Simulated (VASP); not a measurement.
All values below come from PBE GGA, VASP's PBE PAW potentials (set 64) (plane waves; VASP).

A VASP calculation is set up with these files.

INCAR:
```
! general
SYSTEM  =  NaF
PREC    =  Accurate
ENCUT   =  530
LREAL   =  .False.   ! projection in real space or not
LASPH   =  .True.

! electronic loop
EDIFF   =  1E-6
NELM    =  100   ! most electronic steps
ALGO    =  Normal   ! blocked Davidson

! smearing
ISMEAR  =  0   ! Gaussian
SIGMA   =  0.05

! functional
GGA     =  PE

! ions
IBRION  =  2   ! conjugate gradients
NSW     =  60   ! most ionic steps
ISIF    =  3   ! ions, shape and volume
EDIFFG  =  -0.01

! output
LWAVE   =  .False.
LCHARG  =  .False.
```

### KPOINTS
```
K-points
0
gamma
 9 9 9
0 0 0
```

### POSCAR
```
NaF
1
   -0.0000000000     2.3473095281     2.3473095281
    2.3473095281     0.0000000000     2.3473095281
    2.3473095281     2.3473095281     0.0000000000
Na F
1 1
Direct
  0.0000000000   0.0000000000   1.0000000000
  0.5000000000   0.5000000000   0.5000000000
```

POTCAR, in this order: Na_pv F (PBE.64 set). Program: vasp_std.

What VASP printed:

**OUTCAR**
```
 ion  position               nearest neighbor table
   1  0.000  0.000  0.000-   2 2.35   2 2.35   2 2.35   2 2.35   2 2.35   2 2.35
   2  0.500  0.500  0.500-   1 2.35   1 2.35   1 2.35   1 2.35   1 2.35   1 2.35
  LATTYP: Found a face centered cubic cell.
 ALAT       =     4.6946190562
 Subroutine PRICEL returns:
 Original cell was already a primitive cell.
 Subroutine GETGRP returns: Found 48 space group operations
The static configuration has the point symmetry O_h .
The dynamic configuration has the point symmetry O_h .
 Subroutine INISYM returns: Found 48 space group operations
 Subroutine IBZKPT returns following result:
 Found     35 irreducible k-points:

 Following reciprocal coordinates:
            Coordinates               Weight
  0.000000  0.000000  0.000000      1.000000
  0.111111  0.000000  0.000000      8.000000
  0.222222  0.000000  0.000000      8.000000
  0.333333  0.000000  0.000000      8.000000
  0.444444  0.000000  0.000000      8.000000
  0.111111  0.111111  0.000000      6.000000
  0.222222  0.111111  0.000000     24.000000
  0.333333  0.111111  0.000000     24.000000
  0.444444  0.111111  0.000000     24.000000
 -0.444444  0.111111  0.000000     24.000000
 -0.333333  0.111111  0.000000     24.000000
 -0.222222  0.111111  0.000000     24.000000
 -0.111111  0.111111  0.000000     12.000000
  0.222222  0.222222  0.000000      6.000000
  0.333333  0.222222  0.000000     24.000000
  0.444444  0.222222  0.000000     24.000000
 -0.444444  0.222222  0.000000     24.000000
 -0.333333  0.222222  0.000000     24.000000
 -0.222222  0.222222  0.000000     12.000000
  0.333333  0.333333  0.000000      6.000000
  0.444444  0.333333  0.000000     24.000000
 -0.444444  0.333333  0.000000     24.000000
 -0.333333  0.333333  0.000000     12.000000
  0.444444  0.444444  0.000000      6.000000
...
```

**OSZICAR**
```
       N       E                     dE             d eps       ncg     rms          rms(c)
DAV:   1     0.113728734245E+03    0.11373E+03   -0.85281E+03   779   0.153E+03
DAV:   2    -0.313589311580E+01   -0.11686E+03   -0.10929E+03   817   0.370E+02
DAV:   3    -0.940686325382E+01   -0.62710E+01   -0.62537E+01   890   0.876E+01
DAV:   4    -0.947154144696E+01   -0.64678E-01   -0.64670E-01   839   0.959E+00
DAV:   5    -0.947228799945E+01   -0.74655E-03   -0.74654E-03   890   0.103E+00    0.542E+00
DAV:   6    -0.857850249200E+01    0.89379E+00   -0.39381E+00   914   0.185E+01    0.188E+00
DAV:   7    -0.856707134778E+01    0.11431E-01   -0.30275E-02   788   0.259E+00    0.105E+00
DAV:   8    -0.856840759185E+01   -0.13362E-02   -0.29936E-02   773   0.453E+00    0.123E-01
DAV:   9    -0.856932410427E+01   -0.91651E-03   -0.41182E-03   869   0.682E-01    0.915E-02
DAV:  10    -0.856923567698E+01    0.88427E-04   -0.54647E-04   803   0.311E-01    0.904E-03
DAV:  11    -0.856923407108E+01    0.16059E-05   -0.15883E-05   887   0.951E-02    0.348E-03
DAV:  12    -0.856923429798E+01   -0.22690E-06   -0.13618E-06   803   0.263E-02
   1 F= -.85692343E+01 E0= -.85692343E+01  d E =-.856923E+01
```

### OUTCAR
```
------------------------ aborting loop because EDIFF is reached ----------------------------------------
  FORCE on cell =-STRESS in cart. coord.  units (eV):
  Direction    XX          YY          ZZ          XY          YZ          ZX
  --------------------------------------------------------------------------------------
  Total        0.0125116      0.0125116      0.0125116      0.0000000      0.0000000      0.0000000
  in kB        0.7749633      0.7749633      0.7749633      0.0000000      0.0000000      0.0000000
  external PRESSURE =       0.7749633 kB  Pullay stress =       0.0000000 kB
  volume of cell :       25.87
      direct lattice vectors                 reciprocal lattice vectors
     0.000000000  2.347309528  2.347309528    -0.213009828  0.213009828  0.213009828
     2.347309528  0.000000000  2.347309528     0.213009828 -0.213009828  0.213009828
     2.347309528  2.347309528  0.000000000     0.213009828  0.213009828 -0.213009828
  FREE ENERGIE OF THE ION-ELECTRON SYSTEM (eV)
  ---------------------------------------------------
  free  energy   TOTEN  =        -8.5692342980 eV

  energy  without entropy=       -8.5692342980  energy(sigma->0) =       -8.56923430

 reached required accuracy - stopping structural energy minimisation
```
(Selected blocks of OUTCAR.)

File OUTCAR:
```
 val. band max:       -2.2490287528   @ k =   0.0000   0.0000   0.0000

 cond. band min:       3.8443106827   @ k =   0.0000   0.0000   0.0000


 Fermi energy:        -1.9454672954

 k-point     1 :       0.0000    0.0000    0.0000
  band No.  band energies     occupation
      1     -21.3599      2.00000
      2     -21.3138      2.00000
      3     -21.3138      2.00000
      4     -21.3138      2.00000
      5      -2.2490      2.00000
      6      -2.2490      2.00000
      7      -2.2490      2.00000
      8       3.8443      0.00000
      9      16.4477      0.00000
     10      16.4477      0.00000
     11      16.4478      0.00000

 k-point     2 :       0.1111    0.0000    0.0000
  band No.  band energies     occupation
      1     -21.5862      2.00000
      2     -21.3151      2.00000
      3     -21.3151      2.00000
      4     -21.0728      2.00000
      5      -2.4759      2.00000
      6      -2.2772      2.00000
      7      -2.2772      2.00000
      8       4.2699      0.00000
      9      14.9838      0.00000
     10      16.6251      0.00000
     11      16.6251      0.00000

 k-point     3 :       0.2222    0.0000    0.0000
  band No.  band energies     occupation
      1     -21.7931      2.00000
      2     -21.3184      2.00000
      3     -21.3184      2.00000
      4     -20.8288      2.00000
      5      -2.9706      2.00000
      6      -2.3476      2.00000
      7      -2.3476      2.00000
      8       5.3406      0.00000
      9      13.0770      0.00000
     10      17.0399      0.00000
     11      17.0399      0.00000

 k-point     4 :       0.3333    0.0000    0.0000
  band No.  band energies     occupation
      1     -21.9406      2.00000
      2     -21.3221      2.00000
      3     -21.3221      2.00000
      4     -20.6384      2.00000
      5      -3.4437      2.00000
      6      -2.4264      2.00000
      7      -2.4264      2.00000
      8       6.7031      0.00000
      9      11.4676      0.00000
...
```

The compound is NaF in the rock salt structure. It was relaxed first. The start is the result of an earlier pass.
